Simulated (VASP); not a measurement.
The input files of a VASP run:

KPOINTS:
```
K-points
0
gamma
  5 5 4
0 0 0
```

**POSCAR**
```
SnO
1
    3.8368410144     0.0000000000     0.0000000000
    0.0000000000     3.8368410144    -0.0000000000
    0.0000000000    -0.0000000000     4.7025402707
Sn O
2 2
Direct
  0.5000000000   0.0000000000   0.7532828859
  0.0000000000   0.5000000000   0.2467171141
  0.5000000000   0.5000000000   0.0000000000
  0.0000000000   0.0000000000   0.0000000000
```

**INCAR**
```
# general
SYSTEM  = SnO
PREC    = Accurate
ENCUT   = 520   # plane-wave cut-off (eV)
LREAL   = F
LASPH   = T   # aspherical one-centre terms

# electronic loop
EDIFF   = 1E-6
NELM    = 100
ALGO    = Normal   # blocked Davidson
LMAXMIX = 4

# smearing
ISMEAR  = 0
SIGMA   = 0.05

# functional
GGA     = PE   # PBE
IVDW    = 13   # D4

# ions
IBRION  = 2   # conjugate gradients
NSW     = 60   # most ionic steps
ISIF    = 3   # ions, shape and volume
EDIFFG  = -0.02   # ionic stop

# output
LWAVE   = F
LCHARG  = F
```

POTCAR, in this order: Sn_d O (PBE.64 set). Program: vasp_std.

### Question
Translate this PBE-D4 calculation to Ansatz.

### Answer
One equivalent input (not run):
Ansatz 0.2 input:
```yaml
crystal:
  lattice:
    - [3.8368410, 0.0000000, 0.0000000]
    - [0.0000000, 3.8368410, 0.0000000]
    - [0.0000000, 0.0000000, 4.7025403]
  atoms:
    - { symbol: Sn, position: [0.5000000, 0.0000000, 0.7532829] }
    - { symbol: Sn, position: [0.0000000, 0.5000000, 0.2467171] }
    - { symbol: O, position: [0.5000000, 0.5000000, 0.0000000] }
    - { symbol: O, position: [0.0000000, 0.0000000, 0.0000000] }
kpoints:
  mp_grid: { grid: [5, 5, 4] }
hamiltonian:
  xc: pbe
  dispersion: d4
  pseudopotentials: { kind: paw }
scf:
  occupations: { method: gaussian, width: 0.05 }
  max_iter: 100
relax:
  max_steps: 60
  f_tol: 0.02
  cell: {}
output: { forces: true, stress: true, eigenvalues: true }
```
What does not carry over: each code has its own PAW files, so the cut-off isn't converted (ENCUT is set for VASP's; basis.ecutwfc is left out, and Ansatz then takes the one that its files recommend); Ansatz stops its SCF on the density residual and VASP on the energy change (EDIFF).

The compound is SnO in the litharge structure. This run relaxes it. Symmetry was kept, so distortions that lower it aren't found. The start is the result of an earlier pass.
